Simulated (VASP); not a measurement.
Method: MS2 meta-GGA, VASP's PBE PAW potentials (set 64) (plane waves; VASP).

The input files of a VASP run:

INCAR:
```
SYSTEM = CaF2
PREC = Accurate; ENCUT = 520; LREAL = .FALSE.
LASPH = .TRUE.
EDIFF = 1E-7; NELM = 100; ALGO = Normal
LMIXTAU = .TRUE.
ISMEAR = -5
METAGGA = MS2
ISIF = 2
LWAVE = .FALSE.; LCHARG = .FALSE.; LORBIT = 11
NEDOS = 601
LEFG = .TRUE.
```

KPOINTS_OPT:
```
k-points along high-symmetry lines
10
Line-mode
Reciprocal
  0.000000   0.000000   0.000000 ! GAMMA
  0.500000  -0.000000   0.500000 ! X

  0.500000  -0.000000   0.500000 ! X
  0.625000   0.250000   0.625000 ! U

  0.375000   0.375000   0.750000 ! K
  0.000000   0.000000   0.000000 ! GAMMA

  0.000000   0.000000   0.000000 ! GAMMA
  0.500000   0.500000   0.500000 ! L

  0.500000   0.500000   0.500000 ! L
  0.500000   0.250000   0.750000 ! W

  0.500000   0.250000   0.750000 ! W
  0.500000  -0.000000   0.500000 ! X
```

File POSCAR:
```
CaF2
1
    0.0000000000     2.7307850460     2.7307850460
    2.7307850460     0.0000000000     2.7307850460
    2.7307850460     2.7307850460     0.0000000000
Ca F
1 2
Direct
  0.0000000000   0.0000000000   0.0000000000
  0.2500000000   0.2500000000   0.2500000000
  0.7500000000   0.7500000000   0.7500000000
```

**KPOINTS**
```
Automatic mesh
0
G
  8 8 8
0 0 0
```

POTCAR, in this order: Ca_sv F (PBE.64 set). Program: vasp_std.

Problem. Estimate the energy per atom (σ→0), band gap (over mesh and band path).

Solution. 
The energy per atom (σ→0) comes out as -898.3 kJ/mol of atoms and the band gap (over mesh and band path) is 7.64 eV.

OSZICAR:
```
...
DAV:  21    -0.279321171631E+02   -0.13045E-06   -0.10091E-08   536   0.110E-03    0.778E-05
DAV:  22    -0.279321170621E+02    0.10100E-06   -0.38065E-09   528   0.748E-04    0.536E-05
DAV:  23    -0.279321171714E+02   -0.10938E-06   -0.16217E-09   520   0.511E-04    0.109E-05
DAV:  24    -0.279321171376E+02    0.33807E-07   -0.43427E-10   520   0.231E-04
   1 F= -.27932117E+02 E0= -.27932117E+02  d E =0.000000E+00
       N       E                     dE             ncg
       N       E                     dE             ncg
       N       E                     dE             ncg
```

The compound is CaF2 in the fluorite structure. It was relaxed first.
